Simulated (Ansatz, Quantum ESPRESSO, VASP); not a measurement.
One structure in several programs: Be₅Co (F-43m, 6 atoms in the cell)

Self-consistent single point.

```yaml
crystal:
  lattice:
    - [0.00000, 2.88393, 2.88393]
    - [2.88393, 0.00000, 2.88393]
    - [2.88393, 2.88393, 0.00000]
  atoms:
    - { symbol: Be, position: [0.25000, 0.25000, 0.25000] }
    - { symbol: Be, position: [0.62557, 0.62557, 0.12329] }
    - { symbol: Be, position: [0.62557, 0.12329, 0.62557] }
    - { symbol: Be, position: [0.62557, 0.62557, 0.62557] }
    - { symbol: Be, position: [0.12329, 0.62557, 0.62557] }
    - { symbol: Co, position: [0.00000, 0.00000, 0.00000] }
```

All programs got the same cell, k-point mesh and kind of occupations (in Ansatz's words: kpoints.mp_grid.grid = 8 8 8; scf.occupations.method = fermi_dirac; scf.occupations.width = 0.0073 Ry); potentials, basis and cutoffs are each program's usual ones.

| code | model | pressure (GPa) | largest force (eV/Å) | cutoff |
|---|---|---|---|---|
| Ansatz | LDA (PW92), PAW files made with PBE | -7.15 | 0.037 | 30.9 Ry |
| Quantum ESPRESSO | LDA (PZ), PSlibrary ultrasoft (LDA) pseudopotentials | -6.20 | 0.036 | 55 Ry |
| VASP | LDA (PZ), VASP's LDA PAW potentials (set 64) | -6.31 | 0.029 | 300 eV |

The spread over the programs that give each value: pressure within 0.95 GPa; largest force within 0.008 eV/Å.

The starting cell comes from a database of computed structures (which also holds hypothetical and non-ambient phases and stackings), without a prior relaxation at this level. On Ansatz's run: Spin polarisation is off. In the base run, with a pressure of about -7 GPa the cell is away from its equilibrium volume at this level.

Problem. Why do the programs differ, and what cannot be compared?

Solution. Differences of this kind can come from the potentials, where these differ, and from what each basis and cutoff leave unconverged. The valence holds different numbers of electrons (Ansatz (a quantum-chemistry and plane-wave program) 27, Quantum ESPRESSO 19, VASP 19). The zero of total energies and Fermi levels follows the potentials and each program's conventions, so they are not compared here. Ansatz's pressure is given at a fixed set of plane waves, as the other plane-wave codes print theirs; with its correction for the finite basis it is -7.11 GPa. Ansatz's smearing width was typed in Ry to four decimals, so it matches the others to a few per cent. The same LDA comes in different parametrisations, which differ slightly.

VASP's run is marked for a possible Pulay error in its stress at this cutoff; no cutoff test was made.

Left out of this page: ABINIT, GPAW, CP2K, Elk, FLEUR and SIESTA (not drawn, or without a comparable value).

Keys are those of Ansatz 0.2.
